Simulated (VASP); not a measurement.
Here is the system:

```xyz
5
Lattice="5.0983 0.0000 0.0000 0.0000 5.0983 0.0000 0.0000 0.0000 5.0983" Properties=species:S:1:pos:R:3 pbc="T T T"
Sr     2.5491     0.0000     2.5491
Sr     0.0000     2.5491     2.5491
Sr     2.5491     2.5491     0.0000
Sn     0.0000     0.0000     0.0000
O      2.5491     2.5491     2.5491
```

All values below come from PBEsol GGA with spin-orbit coupling, VASP's PBE PAW potentials (set 64) (plane waves; VASP 6.6.1). Settings: 520 eV cut-off, 6×6×6 Γ-centred mesh, Gaussian smearing of 0.050 eV, potentials Sr_sv Sn_d O.

Question: Give the energies of bands 45 to 58 at the high-symmetry points, in eV from the valence-band maximum.

Answer: 
| band | Γ | X | M | R |
|---|---|---|---|---|
| 45 | -0.07 | -2.82 | -1.93 | -1.05 |
| 46 | -0.07 | -2.82 | -1.93 | -1.05 |
| 47 | -0.07 | -0.83 | -1.83 | -0.85 |
| 48 | -0.07 | -0.83 | -1.83 | -0.85 |
| 49 | -0.02 | -0.62 | -1.02 | -0.85 |
| 50 | -0.02 | -0.62 | -1.02 | -0.85 |
| 51 | 0.38 | 1.16 | 1.76 | 0.97 |
| 52 | 0.38 | 1.16 | 1.76 | 0.97 |
| 53 | 0.38 | 1.25 | 2.34 | 0.99 |
| 54 | 0.38 | 1.25 | 2.34 | 0.99 |
| 55 | 0.65 | 2.42 | 2.37 | 0.99 |
| 56 | 0.65 | 2.42 | 2.37 | 0.99 |
| 57 | 0.65 | 2.54 | 2.38 | 2.94 |
| 58 | 0.65 | 2.54 | 2.38 | 2.94 |

The gap is indirect, 0.10 eV, from the valence maximum at M-Γ at 0.86 to the conduction minimum at Γ-X at 0.29.

The structure comes from a computed database's Sr3SnO entry (Pm-3m); how it stands against other phases isn't given here. It was relaxed first.
